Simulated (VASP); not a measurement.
**As: single point with PBEsol**

As:

```
As
1.0
     1.89439    1.09373    3.36161
    -1.89439    1.09373    3.36161
     0.00000   -2.18745    3.36161
As
2
Direct
  0.23056 0.23056 0.23056
  0.76944 0.76944 0.76944
```

```
Program             : VASP 6.6.1
Task                : single point
Functional          : PBEsol
Potentials or basis : VASP PAW PBE potentials, release 64 (As)
Cutoff              : 520 eV
k mesh              : 15 × 15 × 15
Occupations         : gaussian, width 0.1 eV
Spin                : non-collinear spin, zero start, spin-orbit coupling
Starting moments    : [[0.0, 0.0, 0.0], [0.0, 0.0, 0.0]] μB
```

```yaml
Pressure: 0.0 GPa
Net_moment: 0.00 μB per cell
Valence_electrons_inside_the_program's_atomic_spheres: As 2.70
```

Forces in eV/Å, atoms in the order of the input:
```
As   0.000  0.000 -0.003
As   0.000  0.000  0.003
```

Moments on the atoms (μB; x, y, z):
```
As  0.00 0.00 0.00
As  0.00 0.00 0.00
```

Run time: 3.7 min on 1 thread of Intel(R) Xeon(R) 6975P-C (Granite Rapids), on a shared host, peak memory 0.56 GiB.

Caveat: the PAW data sets were made with another functional, which shifts forces and pressure a little.
